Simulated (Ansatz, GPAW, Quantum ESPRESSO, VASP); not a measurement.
# Pb (Fm-3m, 1 atom in the cell) computed with different codes at matched settings

Self-consistent single point.

```
CELL_PARAMETERS angstrom
      0.00000     2.47500     2.47500
      2.47500     0.00000     2.47500
      2.47500     2.47500     0.00000
ATOMIC_POSITIONS crystal
  Pb 0.00000 0.00000 0.00000
```

All programs got the same cell, k-point mesh and kind of occupations (in Ansatz's words: kpoints.mp_grid.grid = 9 9 9; scf.occupations.method = fermi_dirac; scf.occupations.width = 0.1 eV); potentials, basis and cutoffs are each program's usual ones.

```json
[
 {"code": "VASP", "model": "PBE, VASP's PBE PAW potentials (set 64)", "pressure (GPa)": "1.61", "cutoff": "300 eV"},
 {"code": "GPAW", "model": "PBE, GPAW PAW datasets PBE (gpaw-data 1.0.1)", "pressure (GPa)": "1.98", "cutoff": "550 eV"},
 {"code": "Quantum ESPRESSO", "model": "PBE, PSlibrary ultrasoft (PBE) pseudopotentials", "pressure (GPa)": "1.08", "cutoff": "55 Ry"},
 {"code": "Ansatz", "model": "PBE, default PAW files", "pressure (GPa)": "2.27", "cutoff": "default"}
]
```

The spread over the programs that give each value: pressure within 1.19 GPa.

The starting cell has typed, rounded lattice constants, without a prior relaxation at this level. On Ansatz's run: Spin-orbit coupling is off.

Problem. Why do the programs differ, and what cannot be compared?

Solution. Differences of this kind can come from the potentials, where these differ, and from what each basis and cutoff leave unconverged. The zero of total energies and Fermi levels follows the potentials and each program's conventions, so they are not compared here. Ansatz's pressure is given at a fixed set of plane waves, as the other plane-wave codes print theirs.

VASP's run is marked for a possible Pulay error in its stress at this cutoff; no cutoff test was made.

Left out of this page: ABINIT, CP2K, Elk, FLEUR and SIESTA (not drawn, or without a comparable value).

Ansatz is a quantum-chemistry and plane-wave program.

Keys are those of Ansatz 0.2.
